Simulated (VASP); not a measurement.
These are revPBE GGA, VASP's PBE PAW potentials (set 64) (plane waves; VASP) values and carry that method's errors.

VASP input:

### INCAR
```
ALGO = Normal
EDIFF = 1E-6
EDIFFG = -0.01
ENCUT = 520
GGA = RE
IBRION = 2
ISIF = 3
ISMEAR = 1
LASPH = .TRUE.
LCHARG = .FALSE.
LMAXMIX = 4
LREAL = .FALSE.
LWAVE = .FALSE.
NELM = 100
NSW = 60
PREC = Accurate
SIGMA = 0.1
SYSTEM = Ba
```

File POSCAR:
```
Ba
1.0
 -2.5100000000   2.5100000000   2.5100000000
  2.5100000000  -2.5100000000   2.5100000000
  2.5100000000   2.5100000000  -2.5100000000
Ba
1
Cart
  0.0000000000   0.0000000000   0.0000000000
```

File KPOINTS:
```
Automatic mesh
0
Gamma
9 9 9
0 0 0
```

POTCAR, in this order: Ba_sv (PBE.64 set). Program: vasp_std.

Energy and stress use the plane-wave basis of the starting cell. Unless said otherwise, spin-orbit coupling is left out, though it shifts the bands of the heavy elements here.

Predict the energy per atom (σ→0), volume per atom, band gap (on the k-mesh).

- energy per atom (σ→0): -165.5 kJ/mol of atoms
- band gap (on the k-mesh): none (metal, semimetal or under 0.01 eV)
- volume per atom: 67.54 Å³/atom

### OSZICAR
```
...
DAV:   1    -0.172152377613E+01   -0.59245E-02   -0.17627E-01   632   0.341E+00    0.330E-01
DAV:   2    -0.171702241347E+01    0.45014E-02   -0.82286E-03   634   0.902E-01    0.158E-01
DAV:   3    -0.171569721767E+01    0.13252E-02   -0.82305E-03   905   0.621E-01    0.510E-02
DAV:   4    -0.171570850786E+01   -0.11290E-04   -0.39764E-05   665   0.648E-02    0.462E-02
DAV:   5    -0.171580742655E+01   -0.98919E-04   -0.83316E-05   755   0.855E-02    0.983E-03
DAV:   6    -0.171580631192E+01    0.11146E-05   -0.44343E-06   774   0.149E-02    0.663E-03
DAV:   7    -0.171580580369E+01    0.50823E-06   -0.74703E-07   331   0.113E-02
   4 F= -.17158058E+01 E0= -.17154103E+01  d E =-.746751E-02
```

The compound is Ba in the bcc structure. This run relaxes it. Symmetry was kept, so distortions that lower it aren't found.
